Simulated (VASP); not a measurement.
Here is the system:

```
CELL_PARAMETERS angstrom
      0.00000     2.86228     2.86228
      2.86228     0.00000     2.86228
      2.86228     2.86228     0.00000
ATOMIC_POSITIONS crystal
  Al 0.00000 0.00000 0.00000
  As 0.25000 0.25000 0.25000
```

Calculation: PBE GGA with D4 dispersion, VASP's PBE PAW potentials (set 64) (plane waves; VASP). Run with 520 eV cut-off, 8×8×8 Γ-centred mesh, Gaussian smearing of 0.050 eV, potentials Al As.

**Question.** Predict the energy per atom (σ→0), pressure, band gap (on the k-mesh) with the smallest direct gap where there is one.

**Answer.** 
- band gap (on the k-mesh) = 1.49 eV
- smallest direct gap (on the k-mesh) = 1.80 eV
- energy per atom (σ→0) = -5019 meV/atom
- pressure = -2.04 GPa

The absolute energy has meaning only against runs of the same code, potentials and settings.

The compound is AlAs in the zinc blende structure. This cell is one point of a volume scan, at 1.03 of the reference volume.
